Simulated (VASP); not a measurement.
Consider the following.

```
MnO2
1.0
    4.38535     0.00000     0.00000
    0.00000     4.38535     0.00000
    0.00000     0.00000     2.85505
Mn O
2 4
Cartesian
  4.38535   4.38535   0.00000
  2.19268   2.19268   1.42752
  1.33532   1.33532   2.85505
  3.52800   0.85736   1.42752
  0.85736   3.52800   1.42752
  3.05003   3.05003   0.00000
```
Starting moments (μB, in the order of the record's atoms Mn Mn O O O O): 2.6 -2.6 -0.1 0.1 0.1 -0.1.

These are MS2 meta-GGA, VASP's PBE PAW potentials (set 64) (plane waves; VASP) values and carry that method's errors. Settings: 520 eV cut-off, 6×6×9 Γ-centred mesh, tetrahedra with Blöchl corrections, potentials Mn_pv O.

Give the spin-up energies of bands 16 to 29 at the high-symmetry points, in eV from the valence-band maximum.

```json
[
 {"band": "16", "Γ": "-3.84", "Y": "-3.97", "C0": "-3.97", "Z": "-4.75", "A0": "-4.77", "T": "-4.77", "S": "-4.46", "R": "-4.84"},
 {"band": "17", "Γ": "-3.74", "Y": "-3.79", "C0": "-3.79", "Z": "-4.32", "A0": "-4.24", "T": "-4.24", "S": "-4.31", "R": "-3.98"},
 {"band": "18", "Γ": "-3.24", "Y": "-2.89", "C0": "-2.89", "Z": "-4.28", "A0": "-3.90", "T": "-3.90", "S": "-3.95", "R": "-3.76"},
 {"band": "19", "Γ": "-2.91", "Y": "-2.80", "C0": "-2.80", "Z": "-3.94", "A0": "-3.69", "T": "-3.69", "S": "-3.92", "R": "-3.69"},
 {"band": "20", "Γ": "-2.76", "Y": "-2.77", "C0": "-2.77", "Z": "-3.22", "A0": "-2.66", "T": "-2.66", "S": "-2.58", "R": "-3.66"},
 {"band": "21", "Γ": "-2.01", "Y": "-2.33", "C0": "-2.33", "Z": "-2.89", "A0": "-2.30", "T": "-2.30", "S": "-2.29", "R": "-2.70"},
 {"band": "22", "Γ": "-1.38", "Y": "-2.25", "C0": "-2.25", "Z": "-2.64", "A0": "-2.00", "T": "-2.00", "S": "-1.47", "R": "-1.84"},
 {"band": "23", "Γ": "-0.89", "Y": "-1.82", "C0": "-1.82", "Z": "-2.24", "A0": "-1.23", "T": "-1.23", "S": "-1.30", "R": "-1.72"},
 {"band": "24", "Γ": "-0.79", "Y": "-1.78", "C0": "-1.78", "Z": "-1.02", "A0": "-0.74", "T": "-0.74", "S": "-1.23", "R": "-1.42"},
 {"band": "25", "Γ": "-0.22", "Y": "0.00", "C0": "0.00", "Z": "-0.28", "A0": "-0.69", "T": "-0.69", "S": "-0.82", "R": "-1.30"},
 {"band": "26", "Γ": "0.58", "Y": "0.48", "C0": "0.48", "Z": "1.88", "A0": "1.59", "T": "1.59", "S": "1.52", "R": "1.51"},
 {"band": "27", "Γ": "1.05", "Y": "1.05", "C0": "1.05", "Z": "1.92", "A0": "1.97", "T": "1.97", "S": "1.81", "R": "1.76"},
 {"band": "28", "Γ": "1.76", "Y": "2.80", "C0": "2.80", "Z": "2.39", "A0": "2.17", "T": "2.17", "S": "2.44", "R": "1.92"},
 {"band": "29", "Γ": "2.56", "Y": "2.93", "C0": "2.93", "Z": "2.74", "A0": "2.79", "T": "2.79", "S": "3.23", "R": "2.13"}
]
```

Give the spin-down energies of bands 16 to 29 at the high-symmetry points, in eV from the valence-band maximum.

```csv
band,Γ,Y,C0,Z,A0,T,S,R
16,-3.84,-3.97,-3.97,-4.75,-4.77,-4.77,-4.46,-4.84
17,-3.74,-3.79,-3.79,-4.32,-4.24,-4.24,-4.31,-3.98
18,-3.24,-2.89,-2.89,-4.28,-3.90,-3.90,-3.95,-3.76
19,-2.91,-2.80,-2.80,-3.94,-3.69,-3.69,-3.92,-3.69
20,-2.76,-2.77,-2.77,-3.22,-2.66,-2.66,-2.58,-3.66
21,-2.01,-2.33,-2.33,-2.89,-2.30,-2.30,-2.29,-2.70
22,-1.38,-2.25,-2.25,-2.64,-2.00,-2.00,-1.47,-1.84
23,-0.89,-1.82,-1.82,-2.24,-1.23,-1.23,-1.30,-1.72
24,-0.79,-1.78,-1.78,-1.02,-0.74,-0.74,-1.23,-1.42
25,-0.22,0.00,0.00,-0.28,-0.69,-0.69,-0.82,-1.30
26,0.58,0.48,0.48,1.88,1.59,1.59,1.52,1.51
27,1.05,1.05,1.05,1.92,1.97,1.97,1.81,1.76
28,1.76,2.80,2.80,2.39,2.17,2.17,2.44,1.92
29,2.56,2.93,2.93,2.74,2.79,2.79,3.23,2.13
```

The gap is direct, 0.48 eV, from the valence maximum at Y to the conduction minimum at Y.

The compound is MnO2 in the rutile structure. It was relaxed first.
